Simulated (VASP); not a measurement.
VASP ran on this input.

**KPOINTS**
```
kpoints
0
gamma
 8 8 8
0 0 0
```

**POSCAR**
```
Li2S
1
    0.0000000000     2.7977936414     2.7977936414
    2.7977936414     0.0000000000     2.7977936414
    2.7977936414     2.7977936414     0.0000000000
Li S
2 1
Direct
  0.2500000000   0.2500000000   0.2500000000
  0.7500000000   0.7500000000   0.7500000000
  0.0000000000   0.0000000000   0.0000000000
```

**INCAR**
```
# general
SYSTEM  =  Li2S
PREC    =  Accurate
ENCUT   =  520   # plane-wave cut-off (eV)
LREAL   =  F   # projection in real space or not
LASPH   =  T   # aspherical one-centre terms

# electronic loop
EDIFF   =  1E-7
NELM    =  100   # most electronic steps
ALGO    =  Normal   # blocked Davidson

# smearing
ISMEAR  =  -5

# functional
GGA     =  PE   # PBE
IVDW    =  11   # D3, zero damping

# ions
ISIF    =  2   # forces and stress, cell fixed

# output
LWAVE   =  F
LCHARG  =  T
LORBIT  =  11   # lm-projected
NEDOS   =  601   # DOS grid

# other
LEFG    =  T
```

POTCAR, in this order: Li_sv S (PBE.64 set). Program: vasp_std.

Write an equivalent input for Quantum ESPRESSO's pw.x.

One equivalent input (not run):
```
&CONTROL
  calculation = 'scf'
  pseudo_dir = './pseudo'
  outdir = './out'
  tprnfor = .true.
  tstress = .true.
/
&SYSTEM
  ibrav = 0
  nat = 3
  ntyp = 2
  ecutwfc = 74
  occupations = 'tetrahedra'
  input_dft = 'pbe'
  vdw_corr = 'grimme-d3'
  dftd3_version = 3
  dftd3_threebody = .false.
/
&ELECTRONS
  conv_thr = 7.3e-09
  electron_maxstep = 100
/
ATOMIC_SPECIES
  Li 6.940 Li.upf
  S 32.060 S.upf
CELL_PARAMETERS angstrom
     0.0000000    2.7977936    2.7977936
     2.7977936    0.0000000    2.7977936
     2.7977936    2.7977936    0.0000000
ATOMIC_POSITIONS crystal
  Li   0.2500000  0.2500000  0.2500000
  Li   0.7500000  0.7500000  0.7500000
  S    0.0000000  0.0000000  0.0000000
K_POINTS automatic
  8 8 8 0 0 0
```
The two are equivalent in intent, not identical: the potentials are each code's own (VASP's PAW set, PseudoDojo norm-conserving files in pw.x), so ENCUT and ecutwfc are chosen apart and not converted; conv_thr bounds pw.x's estimated SCF error, while EDIFF bounds the energy change between steps; the field gradients of LEFG aren't asked of the other code.

The compound is Li2S in the antifluorite structure. It was relaxed first, which changed the volume by -6 %.
